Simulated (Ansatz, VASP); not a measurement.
## AlP3O6 in VASP and in Ansatz

```
Al P O
1.0
     0.00000    3.59691    3.59691
     3.59691    0.00000    3.59691
     3.59691    3.59691    0.00000
Al P O
1 3 6
Direct
  0.00000 0.00000 0.00000
  0.25000 0.25000 0.25000
  0.75000 0.75000 0.75000
  0.50000 0.50000 0.50000
  0.73799 0.26201 0.26201
  0.26201 0.73799 0.73799
  0.26201 0.73799 0.26201
  0.73799 0.26201 0.73799
  0.26201 0.26201 0.73799
  0.73799 0.73799 0.26201
```

Change from the starting cell: species swapped into the K3LuF6 type (Fm-3m, No. 225).

Alike in both runs: functional PBE; k mesh 10 × 10 × 10; occupations gaussian, width 0.1 eV; no spin polarisation.

Ansatz relaxed the structure, and its values are those at the end. VASP's run is a single point on that final structure, the one shown.

|  | VASP | Ansatz |
| --- | --- | --- |
| version | VASP 6.6.1 | Ansatz 0.2.0 |
| potentials or method | VASP PAW PBE potentials, release 64 (Al, P, O) | scalar-relativistic, plane waves, PAW |
| plane-wave cutoff (eV) | 520 | 420 |
| valence electrons in the cell | 54 | 54 |

|  | VASP | Ansatz | Ansatz less VASP |
| --- | --- | --- | --- |
| gap on the k mesh at the Fermi level (eV) | none | none | - |
| pressure (GPa) | -0.4 | 0.0 | +0.39 |

A gap of «none» marks a metal or a gap that the smearing closes.
